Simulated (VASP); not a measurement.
Computed with LDA (Ceperley-Alder, Perdew-Zunger), VASP's LDA PAW potentials (set 64) (plane waves; VASP).

Input for VASP

POSCAR:
```
WSi2
1.0
 -1.6181610000   1.6181610000   3.9471030000
  1.6181610000  -1.6181610000   3.9471030000
  1.6181610000   1.6181610000  -3.9471030000
Si W
2 1
Cart
  0.0000000000  -0.0000000000   5.2496469900
 -0.0000000000   0.0000000000   2.6445590100
  0.0000000000   0.0000000000   0.0000000000
```

**KPOINTS**
```
Automatic mesh
0
G
6 6 8
0 0 0
```

**INCAR**
```
SYSTEM = WSi2
PREC = Accurate; ENCUT = 300; LREAL = .FALSE.
LASPH = .TRUE.
EDIFF = 1E-6; NELM = 100; ALGO = Normal
LMAXMIX = 6
ISMEAR = -1; SIGMA = 0.1
ISIF = 2
LWAVE = .FALSE.; LCHARG = .FALSE.
```

POTCAR, in this order: Si W_sv (LDA.64 set). Program: vasp_std.

At this cut-off the stress carries a Pulay error, which pulls relaxed volumes low. Unless said otherwise, spin-orbit coupling is left out, though it shifts the bands of the heavy elements here.

**Question.** Predict the energy per atom (σ→0), pressure, largest force, band gap (on the k-mesh).

**Answer.** 
- energy per atom (σ→0) = -9.095 eV/atom
- band gap (on the k-mesh) = none (metal, semimetal or under 0.01 eV)
- pressure = -10.11 GPa
- largest force = 0.066 eV/Å

### OSZICAR
```
...
DAV:   6    -0.274199499842E+02    0.76971E+00   -0.46842E+00  2941   0.156E+01    0.813E+00
DAV:   7    -0.273200219663E+02    0.99928E-01   -0.39238E-01  2766   0.362E+00    0.461E+00
DAV:   8    -0.272911684458E+02    0.28854E-01   -0.62992E-02  3032   0.206E+00    0.275E-01
DAV:   9    -0.272906245804E+02    0.54387E-03   -0.15741E-03  2962   0.312E-01    0.166E-01
DAV:  10    -0.272904612248E+02    0.16336E-03   -0.36653E-04  2906   0.193E-01    0.365E-02
DAV:  11    -0.272904544995E+02    0.67252E-05   -0.39628E-05  3074   0.506E-02    0.169E-02
DAV:  12    -0.272904543106E+02    0.18889E-06   -0.16666E-06  2070   0.873E-03
   1 F= -.27290454E+02 E0= -.27285109E+02  d E =-.106898E-01
```

The structure is a typed WSi2 crystal (I4/mmm). The cell was not relaxed at this level. The k-mesh is coarse (spacing up to 0.35 per Å, 2π included), so the numbers may not be converged in it.
